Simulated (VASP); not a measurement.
Given:

```xyz
6
Lattice="1.6266 -2.8174 0.0000 1.6266 2.8174 0.0000 0.0000 0.0000 12.7261" Properties=species:S:1:pos:R:3 pbc="T T T"
Mo     1.6266     0.9391     3.1815
Mo     1.6266    -0.9391     9.5446
S      1.6266     0.9391    11.1116
S      1.6266    -0.9391     4.7486
S      1.6266    -0.9391     1.6145
S      1.6266     0.9391     7.9775
```

Computed with vdW-DF2, VASP's PBE PAW potentials (set 64) (plane waves; VASP 6.6.1). Run with 520 eV cut-off, 8×8×2 Γ-centred mesh, Gaussian smearing of 0.050 eV, potentials Mo_sv S.

### Question
The ions and cell shape at fixed volume are relaxed. Predict the relaxed structure.

### Answer

```xyz
6
Lattice="1.6365 -2.8345 0.0000 1.6365 2.8345 0.0000 0.0000 0.0000 12.5726" Properties=species:S:1:pos:R:3 pbc="T T T"
Mo     1.6365     0.9448     3.1432
Mo     1.6365    -0.9448     9.4295
S      1.6365     0.9448    11.0120
S      1.6365    -0.9448     4.7257
S      1.6365    -0.9448     1.5606
S      1.6365     0.9448     7.8469
```
Space group P6_3/mmc (194), at a tolerance of 0.03 Å.

### Question
How much energy does the relaxation gain?

### Answer
The energy (σ→0) changes by -4.5 meV/atom, in 5 ionic steps.

The compound is MoS2 in the 2H layered structure. This cell is one point of a volume scan, at 0.97 of the reference volume. Symmetry was kept, so distortions that lower it aren't found.
